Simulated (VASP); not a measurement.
Here is the system:

```
CELL_PARAMETERS angstrom
     -1.92569     1.92569     4.90721
      1.92569    -1.92569     4.90721
      1.92569     1.92569    -4.90721
ATOMIC_POSITIONS crystal
  Ti 0.75000 0.25000 0.50000
  Ti 0.00000 0.00000 0.00000
  O  0.54293 0.04293 0.50000
  O  0.79293 0.79293 0.00000
  O  0.20707 0.20707 0.00000
  O  0.95707 0.45707 0.50000
```

All values below come from vdW-DF2, VASP's PBE PAW potentials (set 64) (plane waves; VASP 6.6.1). Numerical set-up: 520 eV cut-off, 9×9×9 Γ-centred mesh, tetrahedra with Blöchl corrections, potentials Ti_sv O.

The cores are frozen, which limits the accuracy of field gradients.

Q: Give the principal components of the electric field gradient (V/Å²) and the asymmetry η at each nucleus.

A: 
| atom | Vxx | Vyy | Vzz | η |
|---|---|---|---|---|
| Ti1 | -6.8 | -6.8 | 13.7 | 0.00 |
| Ti2 | -6.8 | -6.8 | 13.7 | 0.00 |
| O3 | -10.6 | -4.7 | 15.3 | 0.38 |
| O4 | -10.6 | -4.7 | 15.3 | 0.38 |
| O5 | -10.6 | -4.7 | 15.3 | 0.38 |
| O6 | -10.6 | -4.7 | 15.3 | 0.38 |

The compound is TiO2 in the anatase structure, one of several forms; rutile is the usual stable one. It was relaxed first, which changed the volume by +7 %.
